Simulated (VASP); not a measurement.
# ZrB2: structure and properties in VASP

What structure does ZrB2 take at this level, and what are its properties? The steps: relaxing cell and atoms (PBEsol), second relaxation, single point with fields (PBEsol), bands along the symmetry lines (PBEsol), density of states (PBEsol), vibrations at Γ (PBEsol), electric field gradients (PBEsol) and band structure (PBEsol + SOC). The start is a cell from a database of measured crystal structures.

Main program and level: VASP 6.6.1; PBEsol; plane waves and PAW (Zr_sv, B), in the first sound run; inputs show where later runs differ.

Report form: the programs' logs are mostly left out.

### Step 1. The starting structure

Before any relaxation, the start is as follows. It takes space group P6/mmm (No. 191, hexagonal). Conventional cell: a = 3.170 Å, b = 3.170 Å, c = 3.533 Å, α = 90.00°, β = 90.00°, γ = 120.00°. Zr has 12 B at 2.54 Å nearest. Nearest to B lie 3 B at 1.83 Å and 6 Zr at 2.54 Å. Farther neighbours are not listed.

Coordinates:

```
Zr B
1.0
     3.17000    0.00000    0.00000
    -1.58500    2.74530    0.00000
     0.00000    0.00000    3.53300
Zr B
1 2
Direct
  0.00000 0.00000 0.00000
  0.33333 0.66667 0.50000
  0.66667 0.33333 0.50000
```

### Step 2. Relaxing cell and atoms (PBEsol)

Properties are meant for the cell that this level of theory prefers, so cell and atoms are relaxed first (ISIF = 3) until forces and stress are small; EDIFFG sets the threshold. PBEsol restores the gradient expansion of exchange and is tuned for the cells of solids.

Contents of INCAR:

```
SYSTEM = ZrB2
PREC = Accurate
ENCUT = 420
EDIFF = 1E-06
NELM = 100
ISMEAR = 0
SIGMA = 0.05
LREAL = .FALSE.
ALGO = Normal
GGA = PS
NBANDS = 15
LASPH = .TRUE.
LORBIT = 11
LWAVE = .FALSE.
LCHARG = .FALSE.
KPAR = 2
IBRION = 2
NSW = 60
ISIF = 3
EDIFFG = -0.01
```

Contents of POSCAR:

```
ZrB2
1.0
    3.1700000000      0.0000000000      0.0000000000
   -1.5850000000      2.7453005300      0.0000000000
    0.0000000000      0.0000000000      3.5330000000
Zr B
1 2
Direct
    0.0000000000      0.0000000000      0.0000000000
    0.3333333333      0.6666666667      0.5000000000
    0.6666666667      0.3333333333      0.5000000000
```

Contents of KPOINTS:

```
Automatic mesh
0
Gamma
8 8 6
0 0 0
```

The projector-augmented-wave data sets are Zr_sv and B (PBE family, release 64).

Run with:

```sh
$ mpirun -np 2 vasp_std
```

Elapsed: 17 s, on 2 MPI ranks of AMD EPYC 9R45, shared host; peak memory 0.25 GiB.

The k-mesh is coarse for a metal. The PAW data sets were made with PBE, which is usual practice but a small mismatch for other functionals. The run keeps the 24 symmetry operations of its start, so it cannot find a distortion of lower symmetry.

Relaxation path:

```csv
step,energy less that of the first step (eV),largest force (eV/Å),pressure (GPa),volume (Å³)
1,0.0000,0.0000,-3.74,30.75
2,0.0034,0.0000,5.07,29.69
3,-0.0056,0.0000,0.02,30.28
4,-0.0056,0.0000,0.07,30.27
5,-0.0057,0.0000,0.08,30.27
```

```csv
"conventional cell, symmetrised",before,after,change
a (Å),3.170,3.156,-0.4 %
b (Å),3.170,3.156,-0.4 %
c (Å),3.533,3.509,-0.7 %
volume (Å³/atom),10.25,10.09,-1.6 %
```

Final coordinates:

```xyz
3
Lattice="3.1561 0.0000 0.0000 -1.5780 2.7332 0.0000 0.0000 0.0000 3.5086" Properties=species:S:1:pos:R:3 pbc="T T T"
Zr    0.0000    0.0000    0.0000
B     0.0000    1.8221    1.7543
B     1.5780    0.9111    1.7543
```

Numbers from this step:

| Quantity | Value |
| --- | --- |
| electrons | 18 |
| bands | 15 |
| irreducible k-points | 40 |
| symmetry operations | 24 |
| free energy (TOTEN) | -26.40 eV |
| energy at zero smearing | -26.40 eV |
| Fermi energy | 10.80 eV |
| pressure | 0.07557 GPa |
| metallic | yes |
| SCF cycles over all ionic steps | 38 |

It ends with forces that vanish by symmetry and a pressure of 0.08 GPa. The volume lies -1.6 % from that of the database's start, which holds the thermal and zero-point expansion of its experiment.

### Step 3. Second relaxation

The basis stayed that of the start cell while the cell moved. A rerun from the cell reached resets it; the error of the finite cutoff stays.

INCAR is that of step 2.

Contents of POSCAR:

```
ZrB2
1.0
    3.1560508710      0.0000000000      0.0000000000
   -1.5780254355      2.7332202300      0.0000000000
    0.0000000000      0.0000000000      3.5085785145
Zr B
1 2
Direct
    0.0000000000      0.0000000000      0.0000000000
    0.3333333333      0.6666666667      0.5000000000
    0.6666666667      0.3333333333      0.5000000000
```

KPOINTS is that of step 2.

Run with:

```sh
$ mpirun -np 2 vasp_std
```

It took 5.6 s on 2 MPI ranks; peak memory 0.23 GiB; 10 s of CPU time.

Little changed from the start: no atom moved by 0.005 Å and no cell edge by 0.1 %.

This step gave:

```yaml
pressure: 0.05311 GPa
scf_cycles_over_all_ionic_steps: 13
```

It ends with forces that vanish by symmetry and a pressure of 0.05 GPa. The volume moved by under 0.01 %: the run met its threshold at the first step.

### Step 4. Single point with fields (PBEsol)

The relaxed cell gets a fresh self-consistent run, on a basis set for its own volume, to fix the density and to check the remaining stress.

Edit INCAR of step 3 so:

```diff
@@ -14,7 +14,5 @@
 LWAVE = .FALSE.
-LCHARG = .FALSE.
-KPAR = 2
-IBRION = 2
-NSW = 60
-ISIF = 3
-EDIFFG = -0.01
+LCHARG = .TRUE.
+ISIF = 2
+LELF = .TRUE.
+LVHAR = .TRUE.
```

POSCAR is that of step 3.

KPOINTS is that of step 3.

Run with:

```sh
$ mpirun -np 2 vasp_std
```

The job ended after 6.2 s (2 MPI ranks; peak memory 0.21 GiB).

This step gave:

| Item | Value |
| --- | --- |
| SCF cycles | 13 |
| bands | 16 |
| pressure | 0.05442 GPa |

Valence electrons inside each PAW sphere by angular momentum. Sphere charges, by row:

```csv
atom,s (e),p (e),d (e),tot (e)
Zr1,2.173,6.032,1.805,10.01
B2,0.665,1.248,0,1.913
B3,0.665,1.248,0,1.913
```

ELF in the ab plane at fractional z = 0.500, with atoms of B within 0.2 Å of it. It is the smooth field of the valence electrons, not physical close to the nuclei.

Values, 16 rows by 16 columns:
```
0.18 0.23 0.32 0.45 0.59 0.71 0.79 0.83 0.83 0.79 0.71 0.59 0.45 0.32 0.23 0.18
0.25 0.32 0.42 0.53 0.61 0.66 0.68 0.68 0.68 0.66 0.62 0.53 0.42 0.32 0.25 0.23
0.36 0.45 0.53 0.56 0.52 0.42 0.34 0.34 0.43 0.52 0.56 0.53 0.45 0.36 0.32 0.32
0.52 0.59 0.61 0.52 0.31 0.11 0.05 0.10 0.31 0.52 0.61 0.59 0.52 0.45 0.42 0.45
0.67 0.71 0.66 0.42 0.11 0.01 0.01 0.11 0.43 0.66 0.71 0.67 0.59 0.53 0.53 0.59
0.79 0.79 0.68 0.34 0.05 0.01 0.04 0.34 0.68 0.79 0.79 0.71 0.61 0.56 0.62 0.71
0.85 0.83 0.68 0.34 0.10 0.11 0.34 0.68 0.83 0.85 0.79 0.66 0.52 0.52 0.66 0.79
0.87 0.83 0.68 0.43 0.31 0.43 0.68 0.83 0.86 0.83 0.68 0.43 0.31 0.43 0.68 0.83
0.85 0.79 0.66 0.52 0.52 0.66 0.79 0.85 0.83 0.68 0.34 0.11 0.10 0.34 0.68 0.83
0.79 0.71 0.62 0.56 0.61 0.71 0.79 0.79 0.68 0.34 0.04 0.01 0.05 0.34 0.68 0.79
0.67 0.59 0.53 0.53 0.59 0.67 0.71 0.66 0.43 0.11 0.01 0.01 0.11 0.42 0.66 0.71
0.52 0.45 0.42 0.45 0.52 0.59 0.61 0.52 0.31 0.10 0.05 0.11 0.31 0.52 0.61 0.59
0.36 0.32 0.32 0.36 0.45 0.53 0.56 0.52 0.43 0.34 0.34 0.42 0.52 0.56 0.53 0.45
0.25 0.23 0.25 0.32 0.42 0.53 0.62 0.66 0.68 0.68 0.68 0.66 0.61 0.53 0.42 0.32
0.18 0.18 0.23 0.32 0.45 0.59 0.71 0.79 0.83 0.83 0.79 0.71 0.59 0.45 0.32 0.23
0.17 0.18 0.25 0.36 0.52 0.67 0.79 0.85 0.87 0.85 0.79 0.67 0.52 0.36 0.25 0.18
```
Columns run along a (3.2 Å), rows up along b (3.2 Å). Atoms in or near the plane, at fractional coordinates: B at (0.33, 0.67), B at (0.67, 0.33).

Electrostatic potential energy in the ab plane at fractional z = 0.500, with atoms of B within 0.2 Å of it. With pseudopotentials it is smooth inside the atoms' cores, unlike the true potential.

Values in eV, 16 rows by 16 columns:
```
  0   0   0  -1  -2  -4  -8 -11 -11  -7  -4  -2  -1   0   0   0
  0   0  -1  -2  -6 -16 -26 -29 -26 -16  -6  -3   0   0   0   0
  0  -1  -2  -7 -22 -32 -30 -30 -33 -22  -7  -2  -1   0   0   0
 -1  -2  -6 -22 -33 -16  -2 -16 -32 -22  -6  -2   0  -1   0  -1
 -3  -4 -16 -32 -16   0   0 -16 -33 -16  -4  -3  -2  -2  -3  -2
 -4  -8 -26 -30  -2   0  -2 -30 -25  -8  -4  -4  -6  -7  -6  -4
 -6 -11 -29 -30 -16 -16 -30 -28 -12  -5  -8 -16 -22 -22 -16  -7
 -6 -11 -26 -33 -32 -33 -25 -12  -6 -12 -25 -33 -32 -33 -26 -11
 -6  -7 -16 -22 -22 -16  -8  -5 -12 -28 -30 -16 -16 -30 -29 -11
 -4  -4  -6  -7  -6  -4  -4  -8 -25 -30  -2   0  -2 -30 -26  -8
 -3  -2  -3  -2  -2  -3  -4 -16 -33 -16   0   0 -16 -32 -16  -4
 -1  -1   0  -1   0  -2  -6 -22 -32 -16  -2 -16 -33 -22  -6  -2
  0   0   0   0  -1  -2  -7 -22 -33 -30 -30 -32 -22  -7  -2  -1
  0   0   0   0   0  -3  -6 -16 -26 -29 -26 -16  -6  -2  -1   0
  0   0   0   0  -1  -2  -4  -7 -11 -11  -8  -4  -2  -1   0   0
  0   0   0   0  -1  -3  -4  -6  -6  -6  -4  -3  -1   0   0   0
```
Columns run along a (3.2 Å; values clipped at the 3rd and 97th percentile), rows up along b (3.2 Å). Atoms in or near the plane, at fractional coordinates: B at (0.33, 0.67), B at (0.67, 0.33).

Valence density in the ab plane at fractional z = 0.500, with atoms of B within 0.2 Å of it. It is the smooth field of the valence electrons, not physical close to the nuclei.

Values in e/Å³, 16 rows by 16 columns:
```
0.16 0.18 0.22 0.29 0.39 0.52 0.65 0.74 0.74 0.65 0.52 0.39 0.29 0.22 0.18 0.16
0.19 0.22 0.28 0.36 0.49 0.63 0.75 0.79 0.75 0.63 0.49 0.36 0.28 0.22 0.19 0.18
0.24 0.29 0.36 0.48 0.61 0.71 0.73 0.73 0.71 0.61 0.48 0.36 0.29 0.24 0.22 0.22
0.32 0.39 0.49 0.61 0.67 0.59 0.52 0.59 0.67 0.61 0.49 0.39 0.32 0.29 0.28 0.29
0.44 0.52 0.63 0.71 0.59 0.37 0.37 0.59 0.71 0.63 0.52 0.44 0.39 0.36 0.36 0.39
0.57 0.65 0.75 0.73 0.52 0.37 0.52 0.73 0.75 0.65 0.57 0.52 0.49 0.48 0.49 0.52
0.68 0.74 0.79 0.73 0.59 0.59 0.73 0.79 0.74 0.68 0.65 0.63 0.61 0.61 0.63 0.65
0.73 0.74 0.75 0.71 0.67 0.71 0.75 0.74 0.73 0.74 0.75 0.71 0.67 0.71 0.75 0.74
0.68 0.65 0.63 0.61 0.61 0.63 0.65 0.68 0.74 0.79 0.73 0.59 0.59 0.73 0.79 0.74
0.57 0.52 0.49 0.48 0.49 0.52 0.57 0.65 0.75 0.73 0.52 0.37 0.52 0.73 0.75 0.65
0.44 0.39 0.36 0.36 0.39 0.44 0.52 0.63 0.71 0.59 0.37 0.37 0.59 0.71 0.63 0.52
0.32 0.29 0.28 0.29 0.32 0.39 0.49 0.61 0.67 0.59 0.52 0.59 0.67 0.61 0.49 0.39
0.24 0.22 0.22 0.24 0.29 0.36 0.48 0.61 0.71 0.73 0.73 0.71 0.61 0.48 0.36 0.29
0.19 0.18 0.19 0.22 0.28 0.36 0.49 0.63 0.75 0.79 0.75 0.63 0.49 0.36 0.28 0.22
0.16 0.16 0.18 0.22 0.29 0.39 0.52 0.65 0.74 0.74 0.65 0.52 0.39 0.29 0.22 0.18
0.16 0.16 0.19 0.24 0.32 0.44 0.57 0.68 0.73 0.68 0.57 0.44 0.32 0.24 0.19 0.16
```
Columns run along a (3.2 Å), rows up along b (3.2 Å). Atoms in or near the plane, at fractional coordinates: B at (0.33, 0.67), B at (0.67, 0.33).

In this run the pressure is 0.05 GPa, small enough to go on.

### Step 5. Bands along the symmetry lines (PBEsol)

The mesh alone shows little of the dispersion and can miss band extrema, so KPOINTS_OPT adds a path through the symmetry points after the self-consistent cycle.

Contents of INCAR:

```
SYSTEM = ZrB2
PREC = Accurate
ENCUT = 420
EDIFF = 1E-06
NELM = 100
ISMEAR = 0
SIGMA = 0.05
LREAL = .FALSE.
ALGO = Normal
GGA = PS
NBANDS = 22
LASPH = .TRUE.
LORBIT = 11
LWAVE = .FALSE.
LCHARG = .FALSE.
KPAR = 2
```

POSCAR is that of step 4.

KPOINTS is that of step 4.

Contents of KPOINTS_OPT:

```
Line mode
16
Line-mode
Reciprocal
  0.00000000   0.00000000   0.00000000 GAMMA
  0.50000000   0.00000000   0.00000000 M

  0.50000000   0.00000000   0.00000000 M
  0.33333333   0.33333333   0.00000000 K

  0.33333333   0.33333333   0.00000000 K
  0.00000000   0.00000000   0.00000000 GAMMA

  0.00000000   0.00000000   0.00000000 GAMMA
  0.00000000   0.00000000   0.50000000 A

  0.00000000   0.00000000   0.50000000 A
  0.50000000   0.00000000   0.50000000 L

  0.50000000   0.00000000   0.50000000 L
  0.33333333   0.33333333   0.50000000 H

  0.33333333   0.33333333   0.50000000 H
  0.00000000   0.00000000   0.50000000 A

  0.50000000   0.00000000   0.50000000 L
  0.50000000   0.00000000   0.00000000 M

  0.33333333   0.33333333   0.00000000 K
  0.33333333   0.33333333   0.50000000 H
```

Run with:

```sh
$ mpirun -np 2 vasp_std
```

Elapsed: 18 s, on 2 MPI ranks; peak memory 0.27 GiB; 35 s of CPU time.

Numbers from this step:

```
bands : 22
```

The electronic bands at the labelled points (eV, zero at the Fermi level; # counts the bands kept):

```csv
point,#2,#3,#4,#5,#6,#7,#8,#9
Γ,-2.86,-2.86,-2.84,-2.49,3.27,3.27,4.11,4.11
0.47 of the way,-5.15,-3.38,-2.93,-2.26,1.99,2.72,3.28,3.65
M,-8.65,-4.13,-3.25,-2.95,2.10,2.15,4.84,4.94
0.47 of the way,-8.50,-5.15,-3.81,-1.08,-0.57,3.12,4.40,5.36
K,-7.94,-7.19,-2.67,-2.67,1.40,1.40,2.99,8.51
0.47 of the way,-5.83,-4.22,-3.60,-1.16,0.93,1.16,4.38,5.84
Γ,-2.86,-2.86,-2.84,-2.49,3.27,3.27,4.11,4.11
0.53 of the way,-5.58,-2.20,-2.20,0.07,0.97,0.97,2.33,2.33
A,-7.21,-1.15,-1.15,0.10,0.10,0.59,0.59,1.71
0.47 of the way,-5.77,-4.69,-3.63,-1.65,2.09,2.40,2.50,3.73
L,-7.16,-4.87,-4.39,-2.14,3.65,3.97,5.23,6.26
0.47 of the way,-7.70,-4.99,-3.85,-2.38,3.78,4.94,5.53,6.27
H,-8.98,-5.12,-2.87,-2.87,4.00,6.03,6.03,6.54
0.47 of the way,-5.84,-4.87,-4.33,-2.33,2.58,3.55,3.65,4.56
A,-7.21,-1.15,-1.15,0.10,0.10,0.59,0.59,1.71
jump to L,-7.16,-4.87,-4.39,-2.14,3.65,3.97,5.23,6.26
0.47 of the way,-8.28,-4.27,-3.31,-2.92,1.42,4.29,5.05,6.24
M,-8.65,-4.13,-3.25,-2.95,2.10,2.15,4.84,4.94
jump to K,-7.94,-7.19,-2.67,-2.67,1.40,1.40,2.99,8.51
0.47 of the way,-8.44,-6.35,-2.82,-2.82,3.12,3.12,3.42,7.53
H,-8.98,-5.12,-2.87,-2.87,4.00,6.03,6.03,6.54
```

The largest weight of each band there:

```csv
point,#2,#3,#4,#5,#6,#7,#8,#9
Γ,B 0.61,B 0.61,Zr 0.99,B 0.85,Zr 1.00,Zr 1.00,Zr 0.65,Zr 0.65
M,B 0.89,Zr 0.57,B 0.95,Zr 0.88,B 0.94,Zr 1.00,Zr 0.96,Zr 0.80
K,B 0.85,B 0.70,Zr 0.60,Zr 0.60,Zr 0.80,Zr 0.80,Zr 0.84,Zr 0.61
Γ,B 0.61,B 0.61,Zr 0.99,B 0.85,Zr 1.00,Zr 1.00,Zr 0.65,Zr 0.65
A,Zr 0.50,B 1.00,B 1.00,Zr 0.78,Zr 0.78,Zr 1.00,Zr 1.00,Zr 0.88
L,B 0.90,B 0.70,Zr 0.73,B 0.72,Zr 0.95,B 0.90,Zr 1.00,Zr 0.79
```

There is no gap at this level.

Of the bands kept, 2 cross the Fermi level on this path.

### Step 6. Density of states (PBEsol)

A density of states needs more k-points than a total energy; ISMEAR = -5 takes tetrahedra, and LORBIT projects the states on the PAW spheres. The mesh is finer than in the run before.

Edit INCAR of step 5 so:

```diff
@@ -5,3 +5,3 @@
 NELM = 100
-ISMEAR = 0
+ISMEAR = -5
 SIGMA = 0.05
@@ -16 +16,2 @@
 KPAR = 2
+NEDOS = 2001
```

POSCAR is that of step 5.

Contents of KPOINTS:

```
Automatic mesh
0
Gamma
12 12 9
0 0 0
```

Run with:

```sh
$ mpirun -np 2 vasp_std
```

It took 16 s on 2 MPI ranks; peak memory 0.29 GiB; 30 s of CPU time.

With tetrahedra the forces and stress of a metal are not exact derivatives of the energy.

This step gave:

| Quantity | Value |
| --- | --- |
| irreducible k-points | 95 |
| Fermi energy | 10.78 eV |
| pressure | 0.03911 GPa |
| DOS at the Fermi level | 0.2003 states/eV/cell |

The density of states has structure finer than the step of the table below, so its rows give means over 1 eV, whole bins alone (the curve runs from -12.0 to 6.92 eV). Peaks (eV: height): total -3.5: 3.22, -2.5: 1.91, 4.4: 2.09, 6.4: 1.88; Zr d -3.5: 0.611, -2.5: 0.551, 4.4: 1.30, 6.4: 0.822; B p -4.8: 0.639, -3.5: 1.11, 6.1: 0.405; Zr p -10.9: 0.0433, -5.1: 0.0369, -3.5: 0.134, -2.5: 0.0861; B s -10.1: 0.438, -7.9: 0.227.

States under -12.0 eV and over 6.9 eV are left out. Table of density of states by energy, zero at the Fermi level; means over each step; values in states/eV/cell:

```csv
energy (eV),total,Zr d,B p,Zr p,B s,Zr s
-11,0.589,0.0178,0.0262,0.0278,0.265,0.0198
-10,0.843,0.0699,0.0726,0.0226,0.346,0.0137
-9,0.326,0.0237,0.0429,0.00939,0.119,0.00620
-8,0.592,0.0490,0.121,0.0159,0.172,0.00896
-7,0.576,0.0546,0.145,0.0132,0.131,0.0114
-6,0.717,0.0763,0.221,0.0141,0.0770,0.0351
-5,1.13,0.144,0.444,0.0261,0.0428,0.0328
-4,1.64,0.310,0.564,0.0492,0.0328,0.0291
-3,1.76,0.409,0.556,0.0658,0.0113,0.00832
-2,1.12,0.432,0.218,0.0244,0.00291,0.00343
-1,0.387,0.189,0.0541,0.00200,5.0e-4,0.00115
0,0.267,0.134,0.0417,0.00100,5.4e-4,4.8e-4
1,0.895,0.438,0.148,0.00514,0.0108,0.00237
2,1.22,0.647,0.167,0.00710,0.0279,0.00640
3,1.35,0.800,0.152,0.00893,0.0342,0.00774
4,1.82,1.10,0.211,0.0145,0.0659,0.0139
5,1.56,0.957,0.170,0.0118,0.0840,0.0167
6,1.54,0.640,0.316,0.0155,0.118,0.0332
```

The finer mesh and the other smearing move the Fermi level by -0.02 eV from the 8×8×6 run, a small shift, which tests the Fermi level alone. Of the states within 0.3 eV of the Fermi level, the largest shares in the PAW spheres are Zr d 50 % and B p 16 %. The rest lies in smaller channels or between the spheres.

### Step 7. Vibrations at Γ (PBEsol)

Zone-centre modes test whether the atoms sit at a minimum within this cell. IBRION = 8 takes the force constants from linear response, which needs tightly converged orbitals.

Contents of INCAR:

```
SYSTEM = ZrB2
PREC = Accurate
ENCUT = 420
EDIFF = 1E-08
NELM = 100
ISMEAR = 1
SIGMA = 0.2
LREAL = .FALSE.
ALGO = Normal
GGA = PS
NBANDS = 15
LASPH = .TRUE.
LORBIT = 11
LWAVE = .FALSE.
LCHARG = .FALSE.
KPAR = 2
IBRION = 8
ISIF = 2
```

POSCAR is that of step 6.

Contents of KPOINTS:

```
Automatic mesh
0
Gamma
14 14 11
0 0 0
```

Run with:

```sh
$ mpirun -np 2 vasp_std
```

Elapsed: 6.1 min, on 2 MPI ranks; peak memory 0.96 GiB; 12 min of CPU time.

Energies printed during the response cycles are not total energies of the cell.

Numbers from this step:

* bands: 15
* irreducible k-points: 144
* pressure of the cell: 0.05116 GPa
* largest force of the cell: 0 eV/Å
* Fermi energy: 10.61 eV

The modes at Γ (shares of kinetic energy by element, %):

```csv
mode,frequency (cm⁻¹),symmetry,Zr %,B %
1,-0.1,acoustic,81,19
2,-0.1,acoustic,81,19
3,-0.1,acoustic,81,19
4,461.2,E1u,19,81
5,461.2,E1u,19,81
6,481.7,A2u,19,81
7,571.0,Bg,0,100
8,787.2,E2g,0,100
9,787.2,E2g,0,100
```

Displacements in mode 4 (461.2 cm⁻¹), the largest set to 1:
```
Zr1  0.24  0.00  0.00
B2  -1.00  0.00  0.00
B3  -1.00  0.00  0.00
```

Displacements in mode 7 (571.0 cm⁻¹), the largest set to 1:
```
Zr1  0.00  0.00  0.00
B2   0.00  0.00 -1.00
B3   0.00  0.00  1.00
```

The three acoustic modes lie within 0.1 cm⁻¹ of zero, and all others are real. By the characters of their eigenvectors the optical modes sort into (cm⁻¹) Raman active: E2g 787; infrared active: E1u 461, A2u 482; silent: Bg 571. B labels carry no number here, since it depends on the setting of the axes. With a centre of inversion no mode is active in both.

### Step 8. Electric field gradients (PBEsol)

Field gradients probe how far the charge around each nucleus departs from cubic symmetry; LASPH keeps the non-spherical terms inside the spheres.

Contents of INCAR:

```
SYSTEM = ZrB2
PREC = Accurate
ENCUT = 420
EDIFF = 1E-07
NELM = 100
ISMEAR = 0
SIGMA = 0.05
LREAL = .FALSE.
ALGO = Normal
GGA = PS
NBANDS = 15
LASPH = .TRUE.
LORBIT = 11
LWAVE = .FALSE.
LCHARG = .FALSE.
KPAR = 2
LEFG = .TRUE.
```

POSCAR is that of step 7.

Contents of KPOINTS:

```
Automatic mesh
0
Gamma
8 8 6
0 0 0
```

Run with:

```sh
$ mpirun -np 2 vasp_std
```

The job ended after 6.6 s (2 MPI ranks; peak memory 0.23 GiB; 12 s of CPU time).

Numbers from this step:

```yaml
scf_cycles: 14
irreducible_k_points: 40
fermi_energy: 10.80 eV
pressure: 0.05178 GPa
```

Electric field gradients, by row:

```csv
atom,Vxx (V/Å²),Vyy (V/Å²),Vzz (V/Å²),asymmetry
Zr1,-21.88,-21.88,43.77,0
B2,-0.855,-0.855,1.711,0
B3,-0.855,-0.855,1.711,0
```

The largest gradient, 43.77 V/Å², sits on Zr1; times the quadrupole moment of a nucleus that has one, it gives the coupling that NMR and NQR see.

(Continued in part 2 of 2.)

[Lines on the potential files, build, host, timing and source positions are cut from VASP's logs without a mark.]

[Logs are printed without paths, hosts, clocks, repeated set-up lines and the standing remarks that a program may print on its own settings, such as how far it seeks lower states.]

[Hosts, paths, dates, database ids (printed as entryN), source tags and the programs' standing remarks are cut or masked in the printed files.]

[Measured values are set beside computed ones only where the two were judged alike; some that the calculation misses by far are left out.]
